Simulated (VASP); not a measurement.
Crystal: MoS2.

```xyz
6
Lattice="3.1610 0.0000 0.0000 -1.5805 2.7375 0.0000 0.0000 0.0000 12.2950" Properties=species:S:1:pos:R:3 pbc="T T T"
Mo    0.0000    1.8250    3.0737
Mo    1.5805    0.9125    9.2212
S     1.5805    0.9125    4.6388
S     1.5805    0.9125    1.5087
S     0.0000    1.8250   10.7863
S     0.0000    1.8250    7.6562
```

The cell was built by a generator and needn't be a form met in nature.

Base run:

```yaml
Program: VASP 6.6.1
Functional: PBE
Potentials_or_basis: VASP PAW PBE potentials, release 64 (Mo_sv, S)
Cutoff: 520 eV
k_mesh: 8 × 8 × 2
Occupations: fermi-dirac, width 0.05 eV
Spin: no spin polarisation
```

Its results: band gap on the k mesh 0.99 eV, indirect (least direct gap 1.96 eV); pressure 2.7 GPa; largest force 0.031 eV/Å.

Problem. The run is repeated on the same cell with these changes: dispersion from none to D3(BJ). What comes out?

Solution. Band gap on the k mesh 0.99 eV, indirect (least direct gap 1.96 eV); pressure -1.3 GPa; largest force 0.027 eV/Å.

Dispersion adds attraction, which lowers the pressure at fixed volume and, as a term added to the energy, leaves the levels alone.

Caveats: this functional lacks dispersion, which binds the layers, so the pressure and a relaxed spacing across them are unreliable (some runs).

A k mesh can miss the band edges.
